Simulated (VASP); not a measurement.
Here is the system:

```xyz
6
Lattice="-2.5716 2.5716 6.9965 2.5716 -2.5716 6.9965 2.5716 2.5716 -6.9965" Properties=species:S:1:pos:R:3 pbc="T T T"
W      0.0000     0.0000     6.9965
W      2.5716     0.0000     3.4983
Te     0.0000     0.0000     4.2726
Te     2.5716     0.0000     0.7743
Te     2.5716     0.0000     6.2222
Te     0.0000     0.0000     9.7205
```

Calculation: PBEsol GGA, VASP's PBE PAW potentials (set 64) (plane waves; VASP). Numerical set-up: 400 eV cut-off, Gaussian smearing of 0.050 eV, potentials W_sv Te.

Give the energies of bands 17 to 30 at the high-symmetry points, in eV from the Fermi level.

```tsv
band	Γ	X	P	N	M	S	R
17	-4.20	-4.24	-4.00	-3.78	-3.13	-3.69	-4.18
18	-3.19	-4.24	-4.00	-2.96	-3.13	-3.11	-4.18
19	-3.19	-3.02	-3.20	-2.87	-2.66	-3.06	-3.13
20	-1.70	-3.02	-3.20	-2.83	-2.66	-2.70	-3.13
21	-1.70	-2.60	-2.25	-2.66	-2.08	-2.32	-2.47
22	-1.21	-2.60	-2.25	-1.65	-2.08	-1.61	-2.47
23	-0.96	-0.98	-1.59	-1.33	-0.77	-1.58	-1.02
24	-0.75	-0.98	-1.59	-1.27	-0.77	-1.24	-1.02
25	-0.75	-0.61	0.01	-0.21	-0.35	-0.17	-0.54
26	-0.56	-0.61	0.01	-0.09	-0.35	-0.02	-0.54
27	0.79	0.83	0.58	0.12	0.62	0.14	0.77
28	0.79	0.83	0.58	0.39	0.62	0.38	0.77
29	1.56	1.59	1.60	1.84	1.38	1.65	1.51
30	2.05	1.59	1.60	1.85	1.38	1.73	1.51
```

It has no gap at this level: it comes out as a metal or semimetal.

The structure was generated: Te2W was put into the anatase type (I4_1/amd), which need not be its known phase. It was relaxed first, which changed the volume by -23 %.
